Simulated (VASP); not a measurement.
Consider the following.

```yaml
crystal:
  lattice:
    - [0.00000, 2.63693, 2.63693]
    - [2.63693, 0.00000, 2.63693]
    - [2.63693, 2.63693, 0.00000]
  atoms:
    - { symbol: Mg, position: [0.00000, 0.00000, 0.00000] }
    - { symbol: Se, position: [0.50000, 0.50000, 0.50000] }
```

The numbers are results of LDA (Ceperley-Alder, Perdew-Zunger), VASP's LDA PAW potentials (set 64) (plane waves; VASP), not measurements. Run with 520 eV cut-off, 9×9×9 Γ-centred mesh, Gaussian smearing of 0.050 eV, potentials Mg Se.

Q: Give the stress tensor in GPa (positive for a compressed cell).

A: 
```
4.95  0.00  0.00
0.00  4.95  0.00
0.00  0.00  4.95
```
The pressure is its mean diagonal, 4.95 GPa.

The compound is MgSe in the rock salt structure. This cell is one point of a volume scan, at 0.94 of the reference volume.
